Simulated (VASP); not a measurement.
Calculation: LDA (Ceperley-Alder, Perdew-Zunger), VASP's LDA PAW potentials (set 64) (plane waves; VASP).

A VASP calculation is set up with these files.

**INCAR**
```
SYSTEM = SiO2
PREC = Accurate
ENCUT = 620
EDIFF = 1E-6
NELM = 100
ALGO = Normal
LREAL = .FALSE.
LASPH = .TRUE.
ISMEAR = 0
SIGMA = 0.05
LWAVE = .FALSE.
LCHARG = .FALSE.
IBRION = 2
ISIF = 3
NSW = 40
EDIFFG = -0.02
PSTRESS = 300
```

KPOINTS:
```
Automatic mesh
0
Gamma
6 6 8
0 0 0
```

### POSCAR
```
SiO2
1
    4.0313973879     0.0000000000     0.0000000000
   -0.0000000000     4.0313973879     0.0000000000
    0.0000000000     0.0000000000     2.6129016236
Si O
2 4
Direct
  0.0000000000   0.0000000000   0.0000000000
  0.5000000000   0.5000000000   0.5000000000
  0.3030037065   0.3030037065   0.0000000000
  0.8030037065   0.1969962935   0.5000000000
  0.1969962935   0.8030037065   0.5000000000
  0.6969962935   0.6969962935   0.0000000000
```

POTCAR, in this order: Si O (LDA.64 set). Program: vasp_std.

The resulting files:

**OSZICAR**
```
       N       E                     dE             d eps       ncg     rms          rms(c)
DAV:   1     0.191294250525E+03    0.19129E+03   -0.20722E+04  2000   0.181E+03
DAV:   2    -0.493101483003E+02   -0.24060E+03   -0.23029E+03  2688   0.360E+02
DAV:   3    -0.568059478543E+02   -0.74958E+01   -0.74708E+01  2400   0.681E+01
DAV:   4    -0.568639398740E+02   -0.57992E-01   -0.57930E-01  2380   0.671E+00
DAV:   5    -0.568645168408E+02   -0.57697E-03   -0.57689E-03  2332   0.661E-01    0.199E+01
DAV:   6    -0.517916303764E+02    0.50729E+01   -0.19048E+01  2276   0.314E+01    0.971E+00
DAV:   7    -0.517006266384E+02    0.91004E-01   -0.71456E-01  2356   0.566E+00    0.337E+00
DAV:   8    -0.516707467055E+02    0.29880E-01   -0.26789E-02  2296   0.159E+00    0.112E+00
DAV:   9    -0.516657902258E+02    0.49565E-02   -0.59403E-03  2376   0.661E-01    0.229E-01
DAV:  10    -0.516657865995E+02    0.36263E-05   -0.16161E-04  2304   0.109E-01    0.443E-02
DAV:  11    -0.516657877132E+02   -0.11137E-05   -0.12088E-05  2340   0.285E-02    0.139E-02
DAV:  12    -0.516657875242E+02    0.18901E-06   -0.78259E-07  1360   0.848E-03
   1 F= -.43714363E+02 E0= -.43714363E+02  d E =-.437144E+02
```

OUTCAR:
```
------------------------ aborting loop because EDIFF is reached ----------------------------------------
  FORCE on cell =-STRESS in cart. coord.  units (eV):
  Direction    XX          YY          ZZ          XY          YZ          ZX
  --------------------------------------------------------------------------------------
  Total        7.9261960      7.9261960      8.0710108      0.0000000      0.0000000      0.0000000
  in kB      299.0481430    299.0481430    304.5118752      0.0000000      0.0000000      0.0000000
  external PRESSURE =       0.8693871 kB  Pullay stress =     300.0000000 kB
  volume of cell :       42.47
      direct lattice vectors                 reciprocal lattice vectors
     4.031397388  0.000000000  0.000000000     0.248052946  0.000000000  0.000000000
     0.000000000  4.031397388  0.000000000     0.000000000  0.248052946  0.000000000
     0.000000000  0.000000000  2.612901624     0.000000000  0.000000000  0.382716284
 POSITION                                       TOTAL-FORCE (eV/Angst)
 -----------------------------------------------------------------------------------
      0.00000      0.00000      0.00000         0.000000      0.000000     -0.000000
      2.01570      2.01570      1.30645         0.000000      0.000000     -0.000000
      1.22153      1.22153      0.00000         0.006297      0.006297      0.000000
      3.23723      0.79417      1.30645         0.006297     -0.006297     -0.000000
      0.79417      3.23723      1.30645        -0.006297      0.006297      0.000000
      2.80987      2.80987      0.00000        -0.006297     -0.006297     -0.000000
 -----------------------------------------------------------------------------------
    total drift:                                0.000000     -0.000000      0.000000
  FREE ENERGIE OF THE ION-ELECTRON SYSTEM (eV)
  ---------------------------------------------------
  free  energy   TOTEN  =       -51.6657875242 eV

  energy  without entropy=      -51.6657875242  energy(sigma->0) =      -51.66578752
  enthalpy is  TOTEN    =       -43.7143628116 eV   P V=        7.9514247125

 reached required accuracy - stopping structural energy minimisation
```
(Selected blocks of OUTCAR.)

The compound is SiO2 in the rutile structure, stishovite, a high-pressure form. It was relaxed first under an external pressure of 30 GPa.
